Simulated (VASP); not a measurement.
Data:

```xyz
8
Lattice="0.0142 4.1919 4.2019 4.1919 0.0142 4.2019 2.1031 2.1031 0.0000" Properties=species:S:1:pos:R:3 pbc="T T T"
V      6.2950     2.1173     4.2019
V      2.0960     0.0071     2.1010
V      6.3021     4.2132     6.3029
N      2.1031     2.1031     2.0424
N      4.2520     2.0572     4.2019
N      2.0572     4.2520     4.2019
N      4.2061     4.2061     6.3615
Hf     2.1031     2.1031     4.2019
```

Method: PBEsol GGA, VASP's PBE PAW potentials (set 64) (plane waves; VASP). Numerical set-up: 520 eV cut-off, 7×7×14 Γ-centred mesh, tetrahedra with Blöchl corrections, potentials V_sv N Hf_pv.

Question: The job: HfV₃N₄ (ordered alloy cell), 8 atoms, PBEsol, static run, 520 eV, 7×7×14 Γ-centred mesh. Roughly how much core time does it take on a busy server core?

Answer: About 10 core-minutes (one run on a shared machine, a rough figure). It had 128 irreducible k-points, 41 bands, up to 2008 plane waves and 25 electronic steps.

The structure was generated: HfV3N4 was put into an ordered model structure (Cmmm), which need not be its known phase. It was relaxed first.
